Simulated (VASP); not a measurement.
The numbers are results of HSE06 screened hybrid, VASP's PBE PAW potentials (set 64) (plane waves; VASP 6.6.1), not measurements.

A VASP calculation is set up with these files.

### KPOINTS
```
kpoints
0
gamma
 11 11 11
0 0 0
```

**INCAR**
```
SYSTEM=MgO
PREC=Accurate; ENCUT=400; LREAL=.False.
LASPH=.True.; ISYM=3
EDIFF=1E-6; NELM=100; ALGO=Normal
ISMEAR=0; SIGMA=0.01
GGA=PE; LHFCALC=.True.; AEXX=0.25
HFSCREEN=0.2; PRECFOCK=Fast
ISIF=2
LWAVE=.False.; LCHARG=.False.
```

**POSCAR**
```
MgO
2.9851790
  0.0000000000   0.7071066760   0.7071066760
  0.7071066760   0.0000000000   0.7071066760
  0.7071066760   0.7071066760   0.0000000000
Mg O
1 1
direct
  0.0000000000   0.0000000000   0.0000000000
  0.5000000000   0.5000000000   0.5000000000
```

POTCAR, in this order: Mg O (PBE.64 set). Program: vasp_std.

The run wrote:

File OUTCAR:
```
 ion  position               nearest neighbor table
   1  0.000  0.000  0.000-   2 2.11   2 2.11   2 2.11   2 2.11   2 2.11   2 2.11
   2  0.500  0.500  0.500-   1 2.11   1 2.11   1 2.11   1 2.11   1 2.11   1 2.11
  LATTYP: Found a face centered cubic cell.
 ALAT       =     4.2216800000
 Subroutine PRICEL returns:
 Original cell was already a primitive cell.
 Subroutine GETGRP returns: Found 48 space group operations
The static configuration has the point symmetry O_h .
The dynamic configuration has the point symmetry O_h .
 Subroutine INISYM returns: Found 48 space group operations
 Subroutine IBZKPT returns following result:
 Found     56 irreducible k-points:

 Following reciprocal coordinates:
            Coordinates               Weight
  0.000000  0.000000  0.000000      1.000000
  0.090909  0.000000  0.000000      8.000000
  0.181818  0.000000  0.000000      8.000000
  0.272727  0.000000  0.000000      8.000000
  0.363636  0.000000  0.000000      8.000000
  0.454545  0.000000  0.000000      8.000000
  0.090909  0.090909  0.000000      6.000000
  0.181818  0.090909  0.000000     24.000000
  0.272727  0.090909  0.000000     24.000000
  0.363636  0.090909  0.000000     24.000000
  0.454545  0.090909  0.000000     24.000000
 -0.454545  0.090909  0.000000     24.000000
 -0.363636  0.090909  0.000000     24.000000
 -0.272727  0.090909  0.000000     24.000000
 -0.181818  0.090909  0.000000     24.000000
 -0.090909  0.090909  0.000000     12.000000
  0.181818  0.181818  0.000000      6.000000
  0.272727  0.181818  0.000000     24.000000
  0.363636  0.181818  0.000000     24.000000
  0.454545  0.181818  0.000000     24.000000
 -0.454545  0.181818  0.000000     24.000000
 -0.363636  0.181818  0.000000     24.000000
 -0.272727  0.181818  0.000000     24.000000
 -0.181818  0.181818  0.000000     12.000000
  0.272727  0.272727  0.000000      6.000000
  0.363636  0.272727  0.000000     24.000000
  0.454545  0.272727  0.000000     24.000000
 -0.454545  0.272727  0.000000     24.000000
 -0.363636  0.272727  0.000000     24.000000
 -0.272727  0.272727  0.000000     12.000000
  0.363636  0.363636  0.000000      6.000000
  0.454545  0.363636  0.000000     24.000000
 -0.454545  0.363636  0.000000     24.000000
 -0.363636  0.363636  0.000000     12.000000
  0.454545  0.454545  0.000000      6.000000
 -0.454545  0.454545  0.000000     12.000000
  0.272727  0.181818  0.090909     24.000000
  0.363636  0.181818  0.090909     48.000000
  0.454545  0.181818  0.090909     48.000000
 -0.454545  0.181818  0.090909     48.000000
 Subroutine IBZKPT_HF returns following result:
   k-points           NKPTS =     56   k-points in BZ     NKDIM =   1331   number of bands    NBANDS=      8
   number of dos      NEDOS =    301   number of ions     NIONS =      2
   total plane-waves  NPLWV =   8000
   dimension x,y,z NGX =    20 NGY =   20 NGZ =   20
   dimension x,y,z NGXF=    40 NGYF=   40 NGZF=   40
   ions per type =               1   1
   PREC   = accura    normal or accurate (medium, high low for compatibility)
   ISTART =      0    job   : 0-new  1-cont  2-samecut
   ICHARG =      2    charge: 1-file 2-atom 10-const
   ISPIN  =      1    spin polarized calculation?
   LNONCOLLINEAR =      F non collinear calculations
   LSORBIT =      F    spin-orbit coupling
   INIWAV =      1    electr: 0-lowe 1-rand  2-diag
   ENCUT  =  400.0 eV  29.40 Ry    5.42 a.u.   4.87  4.87  4.87*2*pi/ulx,y,z
   NELM   =    100;   NELMIN=  2; NELMDL= -5     # of ELM steps
   EDIFF  = 0.1E-05   stopping-criterion for ELM
   LREAL  =      F    real-space projection
   NLSPLINE    = F    spline interpolate recip. space projectors
...
```

File OSZICAR:
```
       N       E                     dE             d eps       ncg     rms          rms(c)
DAV:   1    -0.134426986404E+03   -0.13443E+03   -0.41683E+03  1128   0.702E+02
DAV:   2    -0.151765124170E+03   -0.17338E+02   -0.17211E+02  1136   0.114E+02
DAV:   3    -0.151942520490E+03   -0.17740E+00   -0.17740E+00  1080   0.128E+01
DAV:   4    -0.151942826668E+03   -0.30618E-03   -0.30618E-03  1248   0.502E-01
DAV:   5    -0.161491588246E+02    0.13579E+03   -0.12866E+00   912   0.113E+01    0.767E+00
DAV:   6    -0.140847534506E+02    0.20644E+01   -0.98201E+00   896   0.237E+01    0.228E+00
DAV:   7    -0.143037287449E+02   -0.21898E+00   -0.82153E-01   936   0.629E+00    0.215E+00
DAV:   8    -0.142667794448E+02    0.36949E-01   -0.44861E-02   928   0.215E+00    0.106E+00
DAV:   9    -0.142607805828E+02    0.59989E-02   -0.32385E-02   928   0.170E+00    0.469E-01
DAV:  10    -0.142595089010E+02    0.12717E-02   -0.84622E-04   992   0.428E-01    0.273E-01
DAV:  11    -0.142588428284E+02    0.66607E-03   -0.83888E-04   992   0.240E-01    0.174E-01
DAV:  12    -0.142587054530E+02    0.13738E-03   -0.20886E-04  1064   0.146E-01    0.111E-01
DAV:  13    -0.142586660054E+02    0.39448E-04   -0.39782E-05  1048   0.929E-02    0.666E-02
DAV:  14    -0.142586566499E+02    0.93555E-05   -0.17458E-05  1072   0.626E-02    0.393E-02
DAV:  15    -0.142586553786E+02    0.12713E-05   -0.62664E-06  1080   0.361E-02    0.238E-02
DAV:  16    -0.142586559116E+02   -0.53305E-06   -0.25707E-06  1064   0.216E-02
   1 F= -.14258656E+02 E0= -.14258656E+02  d E =-.667566E-43
```

OUTCAR:
```
------------------------ aborting loop because EDIFF is reached ----------------------------------------
  FORCE on cell =-STRESS in cart. coord.  units (eV):
  Direction    XX          YY          ZZ          XY          YZ          ZX
  --------------------------------------------------------------------------------------
  Total       -0.8607249     -0.8607249     -0.8607249      0.0000000      0.0000000     -0.0000000
  in kB      -73.3126654    -73.3126654    -73.3126654      0.0000000      0.0000000     -0.0000000
  external PRESSURE =     -73.3126654 kB  Pullay stress =       0.0000000 kB
  volume of cell :       18.81
      direct lattice vectors                 reciprocal lattice vectors
     0.000000000  2.110840000  2.110840000    -0.236872525  0.236872525  0.236872525
     2.110840000  0.000000000  2.110840000     0.236872525 -0.236872525  0.236872525
     2.110840000  2.110840000  0.000000000     0.236872525  0.236872525 -0.236872525
  FREE ENERGIE OF THE ION-ELECTRON SYSTEM (eV)
  ---------------------------------------------------
  free  energy   TOTEN  =       -14.2586559116 eV

  energy  without entropy=      -14.2586559116  energy(sigma->0) =      -14.25865591

  exchange ACFDT corr.  =         0.00000000  see jH, gK, PRB 81, 115126
```
(Selected blocks of OUTCAR.)

At this cut-off the stress carries a Pulay error, which pulls relaxed volumes low.

The structure comes from a computed database's MgO entry; how it stands against other phases isn't given here. The cell was not relaxed at this level. The run is one of a series of settings (KPOINTS 11×11×11 Γ-centred mesh against the base run), some of them coarse on purpose.
